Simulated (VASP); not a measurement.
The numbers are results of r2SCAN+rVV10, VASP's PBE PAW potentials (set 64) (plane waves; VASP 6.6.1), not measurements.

The input files of a VASP run:

**INCAR**
```
! general
SYSTEM   = FeAl
PREC     = Accurate
ENCUT    = 520   ! plane-wave cut-off (eV)
LREAL    = .FALSE.
LASPH    = .TRUE.

! electronic loop
EDIFF    = 1E-6
NELM     = 100
ALGO     = Normal
LMAXMIX  = 4   ! l cut-off of mixed one-centre charges
LMIXTAU  = .TRUE.

! smearing
ISMEAR   = 1
SIGMA    = 0.1   ! width (eV)

! functional
METAGGA  = R2SCAN
LUSE_VDW = .TRUE.
BPARAM   = 11.95
CPARAM   = 0.0093

! ions
IBRION   = 2   ! conjugate gradients
NSW      = 60   ! most ionic steps
ISIF     = 3   ! ions, shape and volume
EDIFFG   = -0.01   ! ionic stop

! output
LWAVE    = .FALSE.
LCHARG   = .FALSE.
```

KPOINTS:
```
Automatic mesh
0
Gamma
11 11 11
0 0 0
```

POSCAR:
```
FeAl
1
    2.9100000000     0.0000000000     0.0000000000
    0.0000000000     2.9100000000     0.0000000000
    0.0000000000     0.0000000000     2.9100000000
Al Fe
1 1
Direct
  0.5000000000   0.5000000000   0.5000000000
  0.0000000000   0.0000000000   0.0000000000
```

POTCAR, in this order: Al Fe (PBE.64 set). Program: vasp_std.

The resulting files:

File OSZICAR:
```
       N       E                     dE             d eps       ncg     rms          rms(c)
DAV:   1     0.240139223521E+02    0.24014E+02   -0.50856E+03  1008   0.125E+03
DAV:   2    -0.232115294338E+02   -0.47225E+02   -0.45331E+02  1017   0.185E+02
DAV:   3    -0.245434508271E+02   -0.13319E+01   -0.12992E+01  1151   0.427E+01
DAV:   4    -0.245723318909E+02   -0.28881E-01   -0.28853E-01  1295   0.563E+00
DAV:   5    -0.245730450375E+02   -0.71315E-03   -0.71308E-03  1233   0.804E-01    0.156E+01
DAV:   6    -0.260656940045E+02   -0.14926E+01   -0.97689E+01  1135   0.162E+02    0.215E+01
DAV:   7    -0.209362552054E+02    0.51294E+01   -0.45734E+01  1097   0.912E+01    0.292E+00
DAV:   8    -0.209589539359E+02   -0.22699E-01   -0.22906E-01  1037   0.495E+00    0.220E+00
DAV:   9    -0.209625056063E+02   -0.35517E-02   -0.17122E-01  1149   0.758E+00    0.731E-01
DAV:  10    -0.209561883772E+02    0.63172E-02   -0.55964E-02  1137   0.422E+00    0.212E-01
DAV:  11    -0.209565574652E+02   -0.36909E-03   -0.24150E-02  1062   0.273E+00    0.347E-01
DAV:  12    -0.209590299827E+02   -0.24725E-02   -0.10012E-02  1051   0.174E+00    0.439E-02
DAV:  13    -0.209590742063E+02   -0.44224E-04   -0.34645E-04  1339   0.245E-01    0.325E-02
DAV:  14    -0.209590990608E+02   -0.24854E-04   -0.22990E-05  1346   0.653E-02    0.188E-02
DAV:  15    -0.209591073672E+02   -0.83065E-05   -0.11770E-05  1093   0.430E-02    0.458E-03
DAV:  16    -0.209591106156E+02   -0.32483E-05   -0.39622E-06  1039   0.376E-02    0.378E-03
DAV:  17    -0.209591105705E+02    0.45104E-07   -0.44297E-08   513   0.224E-03
   1 F= -.20959111E+02 E0= -.20959282E+02  d E =-.209591E+02
       N       E                     dE             d eps       ncg     rms          rms(c)
DAV:   1    -0.237062851221E+02   -0.27472E+01   -0.50711E+01  1059   0.140E+02    0.162E+01
DAV:   2    -0.242757233722E+02   -0.56944E+00   -0.73249E+01  1136   0.146E+02    0.151E+01
DAV:   3    -0.210110333639E+02    0.32647E+01   -0.30404E+01  1114   0.850E+01    0.301E+00
DAV:   4    -0.209773142445E+02    0.33719E-01   -0.22120E-01  1129   0.579E+00    0.197E+00
DAV:   5    -0.209572016818E+02    0.20113E-01   -0.78385E-02  1351   0.401E+00    0.498E-01
DAV:   6    -0.209564817168E+02    0.71996E-03   -0.45938E-03  1135   0.121E+00    0.250E-01
DAV:   7    -0.209567460150E+02   -0.26430E-03   -0.15304E-03  1089   0.729E-01    0.149E-01
DAV:   8    -0.209565322559E+02    0.21376E-03   -0.24268E-03  1086   0.895E-01    0.156E-02
DAV:   9    -0.209565611330E+02   -0.28877E-04   -0.38019E-05  1065   0.967E-02    0.923E-03
DAV:  10    -0.209565609444E+02    0.18860E-06   -0.20776E-06   570   0.240E-02
   2 F= -.20956561E+02 E0= -.20956916E+02  d E =0.254963E-02
       N       E                     dE             d eps       ncg     rms          rms(c)
DAV:   1    -0.217461255761E+02   -0.78956E+00   -0.13675E+01  1048   0.754E+01    0.769E+00
DAV:   2    -0.222324452735E+02   -0.48632E+00   -0.24980E+01  1261   0.803E+01    0.883E+00
DAV:   3    -0.210446800769E+02    0.11878E+01   -0.74348E+00  1224   0.461E+01    0.114E+00
DAV:   4    -0.210414333089E+02    0.32468E-02   -0.30285E-02  1053   0.206E+00    0.806E-01
DAV:   5    -0.210365170815E+02    0.49162E-02   -0.12910E-02  1370   0.144E+00    0.116E-01
DAV:   6    -0.210364849416E+02    0.32140E-04   -0.18322E-03  1159   0.771E-01    0.509E-02
DAV:   7    -0.210364170832E+02    0.67858E-04   -0.54060E-04  1125   0.395E-01    0.273E-02
DAV:   8    -0.210364188324E+02   -0.17492E-05   -0.13379E-04  1087   0.188E-01    0.532E-03
DAV:   9    -0.210364268373E+02   -0.80049E-05   -0.46791E-06  1036   0.233E-02    0.454E-03
DAV:  10    -0.210364263896E+02    0.44767E-06   -0.28776E-06   528   0.296E-02
   3 F= -.21036426E+02 E0= -.21036678E+02  d E =-.773158E-01
       N       E                     dE             d eps       ncg     rms          rms(c)
DAV:   1    -0.210367417146E+02   -0.31488E-03   -0.56001E-03  1055   0.150E+00    0.157E-01
DAV:   2    -0.210368840560E+02   -0.14234E-03   -0.95488E-03  1172   0.161E+00    0.168E-01
DAV:   3    -0.210364440980E+02    0.43996E-03   -0.31365E-03  1172   0.931E-01    0.171E-02
DAV:   4    -0.210364390345E+02    0.50635E-05   -0.11865E-05  1047   0.349E-02    0.608E-03
DAV:   5    -0.210364379812E+02    0.10533E-05   -0.48311E-06   642   0.364E-02    0.224E-03
DAV:   6    -0.210364376919E+02    0.28930E-06   -0.23733E-06   543   0.313E-02
   4 F= -.21036438E+02 E0= -.21036693E+02  d E =-.773271E-01
```

**OUTCAR**
```
------------------------ aborting loop because EDIFF is reached ----------------------------------------
  FORCE on cell =-STRESS in cart. coord.  units (eV):
  Direction    XX          YY          ZZ          XY          YZ          ZX
  --------------------------------------------------------------------------------------
  Total       -0.0057633     -0.0057633     -0.0057633      0.0000000     -0.0000000      0.0000000
  in kB       -0.4043549     -0.4043549     -0.4043549      0.0000000     -0.0000000      0.0000000
  external PRESSURE =      -0.4043549 kB  Pullay stress =       0.0000000 kB
  volume of cell :       22.84
      direct lattice vectors                 reciprocal lattice vectors
     2.837083845 -0.000000000  0.000000000     0.352474602  0.000000000  0.000000000
    -0.000000000  2.837083845  0.000000000     0.000000000  0.352474602  0.000000000
    -0.000000000 -0.000000000  2.837083845    -0.000000000 -0.000000000  0.352474602
 POSITION                                       TOTAL-FORCE (eV/Angst)
 -----------------------------------------------------------------------------------
      1.41854      1.41854      1.41854        -0.000000      0.000000      0.000000
      0.00000      0.00000      0.00000         0.000000     -0.000000      0.000000
 -----------------------------------------------------------------------------------
    total drift:                                0.000000      0.000000      0.000000
  FREE ENERGIE OF THE ION-ELECTRON SYSTEM (eV)
  ---------------------------------------------------
  free  energy   TOTEN  =       -21.0364376919 eV

  energy  without entropy=      -21.0372024004  energy(sigma->0) =      -21.03669259

 reached required accuracy - stopping structural energy minimisation
```
(Selected blocks of OUTCAR.)

**CONTCAR**
```
FeAl
   1.00000000000000
     2.8370838452131415   -0.0000000000000000    0.0000000000000000
    -0.0000000000000000    2.8370838452131415    0.0000000000000000
    -0.0000000000000000   -0.0000000000000000    2.8370838452131415
  Al              Fe
     1     1
Direct
     0.5000000000000000    0.5000000000000000    0.5000000000000000
     0.0000000000000000    0.0000000000000000    0.0000000000000000
```

Energy and stress use the plane-wave basis of the starting cell.

The compound is FeAl in the CsCl type structure. This run relaxes it. Symmetry was kept, so distortions that lower it aren't found. The run is not spin-polarised, so no magnetic state was tried. The electron count is odd and the run is not spin-polarised, which forces a metal.
